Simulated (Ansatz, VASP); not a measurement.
**Be16F (a cell with a defect): VASP beside Ansatz**

```
CELL_PARAMETERS angstrom
-2.29000 -3.96640 0.00000
3.43500 -1.98320 0.00000
0.00000 0.00000 7.17686
ATOMIC_POSITIONS crystal
Be 0.74429 0.50391 0.99696
Be 0.52597 0.32565 0.24832
Be 0.71145 0.50354 0.51785
Be 0.49712 0.33220 0.76077
Be 0.49724 0.00258 0.99040
Be 0.25548 0.93008 0.22586
Be 0.52581 0.00814 0.50282
Be 0.24893 0.83598 0.74851
Be 0.24903 0.49881 0.00267
Be 0.96959 0.32472 0.23898
Be 0.25552 0.40364 0.52520
Be 0.98706 0.33500 0.75596
Be 0.98702 0.99963 0.99515
Be 0.71142 0.83040 0.23330
Be 0.96939 0.00970 0.51204
Be 0.74418 0.83073 0.75418
F 0.12881 0.66733 0.37586
```

Alike in both runs: functional PBE; k mesh 4 × 4 × 3; occupations gaussian, width 0.1 eV; no spin polarisation.

Ansatz relaxed the structure, and its values are those at the end. VASP's run is a single point on that final structure, the one shown.

```csv
,VASP,Ansatz
version,VASP 6.6.1,Ansatz 0.2.0
potentials or method,"VASP PAW PBE potentials, release 64 (Be, F)","scalar-relativistic, plane waves, PAW"
plane-wave cutoff (eV),520,420
valence electrons in the cell,39,39
```

```csv
,VASP,Ansatz,Ansatz less VASP
rms of the force components (eV/Å),0.007,0.003,-0.0043
```

Caveats: the k mesh is coarse (spacing up to 0.40 Å⁻¹), so the values aren't converged; an odd number of electrons without spin polarisation forces a metal; a magnetic or distorted state may lie lower.
